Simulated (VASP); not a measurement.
Given:

```xyz
3
Lattice="0.0000 3.3253 3.3253 3.3253 0.0000 3.3253 3.3253 3.3253 0.0000" Properties=species:S:1:pos:R:3 pbc="T T T"
Mg     1.6627     1.6627     1.6627
Mg     4.9880     4.9880     4.9880
Sn     0.0000     0.0000     0.0000
```

Computed with LDA (Ceperley-Alder, Perdew-Zunger), VASP's LDA PAW potentials (set 64) (plane waves; VASP). Numerical set-up: 500 eV cut-off, 8×8×8 Γ-centred mesh, first-order Methfessel-Paxton smearing of 0.10 eV, potentials Mg Sn_d.

Unless said otherwise, spin-orbit coupling is left out, though it shifts the bands of the heavy elements here.

Estimate the energy per atom (σ→0), band gap (on the k-mesh) with the smallest direct gap where there is one.

band gap (on the k-mesh): none (metal, semimetal or under 0.01 eV)
energy per atom (σ→0): -2.978 eV/atom

Only differences to runs with the same potentials and settings are physical.

The compound is Mg2Sn in the antifluorite structure. It was relaxed first.
